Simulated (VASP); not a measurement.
An input for Quantum ESPRESSO's pw.x (written as the equivalent of a VASP run, and not itself run):

```
&CONTROL
  calculation = 'vc-relax'
  pseudo_dir = './pseudo'
  outdir = './out'
  tprnfor = .true.
  tstress = .true.
  nstep = 60
  forc_conv_thr = 0.00078
/
&SYSTEM
  ibrav = 0
  nat = 4
  ntyp = 2
  ecutwfc = 84
  occupations = 'smearing'
  smearing = 'gaussian'
  degauss = 0.003675
  input_dft = 'pbe'
  vdw_corr = 'grimme-d3'
  dftd3_version = 4
  dftd3_threebody = .false.
/
&ELECTRONS
  conv_thr = 7.3e-08
  electron_maxstep = 100
/
&IONS
/
&CELL
/
ATOMIC_SPECIES
  Al 26.982 Al.upf
  N 14.007 N.upf
CELL_PARAMETERS angstrom
     1.5550000   -2.6933390    0.0000000
     1.5550000    2.6933390    0.0000000
     0.0000000    0.0000000    4.9800000
ATOMIC_POSITIONS crystal
  Al   0.6666670  0.3333330  0.5000000
  Al   0.3333330  0.6666670  0.0000000
  N    0.6666670  0.3333330  0.8820000
  N    0.3333330  0.6666670  0.3820000
K_POINTS automatic
  7 7 4 0 0 0
```

Problem. Translate this input to VASP (INCAR, KPOINTS, POSCAR, choice of POTCAR).

Solution. This is not unique; one that fits is 
**KPOINTS**
```
Automatic mesh
0
Gamma
7 7 4
0 0 0
```

INCAR:
```
SYSTEM  =  AlN
PREC  =  Accurate; ENCUT  =  520; LREAL  =  .FALSE.
LASPH  =  .TRUE.
EDIFF  =  1E-6; NELM  =  100; ALGO  =  Normal
ISMEAR  =  0; SIGMA  =  0.05
GGA  =  PE; IVDW  =  12
IBRION  =  2; NSW  =  60; ISIF  =  3
EDIFFG  =  -0.02
LWAVE  =  .FALSE.; LCHARG  =  .FALSE.
```

### POSCAR
```
AlN
1.0
  1.5550000000  -2.6933390000   0.0000000000
  1.5550000000   2.6933390000   0.0000000000
  0.0000000000   0.0000000000   4.9800000000
Al N
2 2
Cart
  1.5550000000  -0.8977814622   2.4900000000
  1.5550000000   0.8977814622   0.0000000000
  1.5550000000  -0.8977814622   4.3923600000
  1.5550000000   0.8977814622   1.9023600000
```

POTCAR, in this order: Al N (PBE.64 set). Program: vasp_std.

The two are equivalent in intent, not identical: the potentials are each code's own (VASP's PAW set, PseudoDojo norm-conserving files in pw.x), so ENCUT and ecutwfc are chosen apart and not converted; conv_thr bounds pw.x's estimated SCF error, while EDIFF bounds the energy change between steps; forc_conv_thr acts on force components and is met together with etot_conv_thr.

The compound is AlN in the wurtzite structure. This run relaxes it. Symmetry was kept, so distortions that lower it aren't found. The start is the result of an earlier pass.
